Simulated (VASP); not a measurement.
Output of a VASP run:

### OSZICAR
```
       N       E                     dE             d eps       ncg     rms          rms(c)
DAV:   1     0.462281433531E+02    0.46228E+02   -0.18531E+06  1200   0.751E+06
DAV:   2     0.415868487055E+02   -0.46413E+01   -0.42159E+01  1200   0.370E+04
DAV:   3     0.117229139507E+01   -0.40415E+02   -0.39877E+02  2400   0.108E+03
DAV:   4    -0.156186047397E+01   -0.27342E+01   -0.25640E+01  2340   0.835E+02
DAV:   5    -0.210473944254E+01   -0.54288E+00   -0.51846E+00  1810   0.201E+03    0.211E+00
DAV:   6    -0.281781275030E+01   -0.71307E+00   -0.14641E+01  1835   0.354E+01    0.129E+00
DAV:   7    -0.273545555018E+01    0.82357E-01   -0.15345E+00  1580   0.101E+01    0.173E-01
DAV:   8    -0.268337099517E+01    0.52085E-01   -0.70230E-02  1545   0.291E+00    0.131E-01
DAV:   9    -0.266821407824E+01    0.15157E-01   -0.10984E-01  1560   0.323E+00    0.169E-01
DAV:  10    -0.269255420468E+01   -0.24340E-01   -0.50036E-02  1285   0.246E+00    0.149E-01
DAV:  11    -0.268593950241E+01    0.66147E-02   -0.24316E-02  1280   0.196E+00    0.533E-02
DAV:  12    -0.268976384944E+01   -0.38243E-02   -0.37666E-03  1300   0.898E-01    0.287E-02
DAV:  13    -0.269023901770E+01   -0.47517E-03   -0.59098E-04  1360   0.314E-01    0.410E-02
DAV:  14    -0.268909227293E+01    0.11467E-02   -0.41128E-03  1230   0.725E-01    0.146E-02
DAV:  15    -0.268993172662E+01   -0.83945E-03   -0.11234E-03  1235   0.476E-01    0.757E-03
DAV:  16    -0.269000675569E+01   -0.75029E-04   -0.16359E-04  1825   0.110E-01    0.135E-02
DAV:  17    -0.268994896857E+01    0.57787E-04   -0.37634E-05  1225   0.638E-02    0.530E-03
DAV:  18    -0.269003749585E+01   -0.88527E-04   -0.11729E-04  1360   0.143E-01    0.974E-03
DAV:  19    -0.269005297040E+01   -0.15475E-04   -0.18074E-05  1855   0.597E-02    0.856E-03
DAV:  20    -0.269004913391E+01    0.38365E-05   -0.89449E-07  1225   0.126E-02    0.544E-03
DAV:  21    -0.269005395238E+01   -0.48185E-05   -0.12537E-06  1285   0.187E-02    0.395E-03
DAV:  22    -0.269005744229E+01   -0.34899E-05   -0.30676E-06  1535   0.247E-02    0.355E-03
DAV:  23    -0.269005826789E+01   -0.82560E-06   -0.42165E-07  1800   0.981E-03    0.271E-03
DAV:  24    -0.269005927012E+01   -0.10022E-05   -0.91811E-07  1655   0.144E-02    0.199E-03
DAV:  25    -0.269005981491E+01   -0.54479E-06   -0.59817E-07  1760   0.118E-02    0.130E-03
DAV:  26    -0.269005983088E+01   -0.15976E-07   -0.28767E-07  1675   0.850E-03
   1 F= -.26900598E+01 E0= -.26900332E+01  d E =-.797584E-04
```

OUTCAR:
```
------------------------ aborting loop because EDIFF is reached ----------------------------------------
  FORCE on cell =-STRESS in cart. coord.  units (eV):
  Direction    XX          YY          ZZ          XY          YZ          ZX
  --------------------------------------------------------------------------------------
  Total       -0.1038531     -0.1038531     -0.1038531      0.0000000      0.0000000      0.0000000
  in kB       -8.1034275     -8.1034275     -8.1034275      0.0000000      0.0000000      0.0000000
  external PRESSURE =      -8.1034275 kB  Pullay stress =       0.0000000 kB
  volume of cell :       20.53
      direct lattice vectors                 reciprocal lattice vectors
    -1.725044896  1.725044896  1.725044896     0.000000000  0.289847529  0.289847529
     1.725044896 -1.725044896  1.725044896     0.289847529  0.000000000  0.289847529
     1.725044896  1.725044896 -1.725044896     0.289847529  0.289847529  0.000000000
 POSITION                                       TOTAL-FORCE (eV/Angst)
 -----------------------------------------------------------------------------------
      0.00000      0.00000      0.00000        -0.000000      0.000000      0.000000
 -----------------------------------------------------------------------------------
    total drift:                                0.000000      0.000000     -0.000000
  FREE ENERGIE OF THE ION-ELECTRON SYSTEM (eV)
  ---------------------------------------------------
  free  energy   TOTEN  =        -2.6900598309 eV

  energy  without entropy=       -2.6899800724  energy(sigma->0) =       -2.69003324
```
(Selected blocks of OUTCAR.)

**POSCAR**
```
Li
1
   -1.7250448956     1.7250448956     1.7250448956
    1.7250448956    -1.7250448956     1.7250448956
    1.7250448956     1.7250448956    -1.7250448956
Li
1
Direct
  0.0000000000   0.0000000000   0.0000000000
```

Problem. Write an INCAR and KPOINTS that could have produced this output.

Solution. This is not unique; one that fits is the input of the run itself, revTPSS meta-GGA, plane waves, VASP's PBE PAW potentials (set 64).

### INCAR
```
SYSTEM = Li
PREC = Accurate; ENCUT = 520; LREAL = F
LASPH = T
EDIFF = 1E-7; NELM = 100; ALGO = Normal
LMIXTAU = T
ISMEAR = 1; SIGMA = 0.1
METAGGA = RTPSS
ISIF = 2
LWAVE = F; LCHARG = F
```

KPOINTS:
```
Automatic mesh
0
Gamma
15 15 15
0 0 0
```

POTCAR, in this order: Li_sv (PBE.64 set). Program: vasp_std.

The compound is Li in the bcc structure. This cell is one point of a volume scan, at 1.06 of the reference volume.
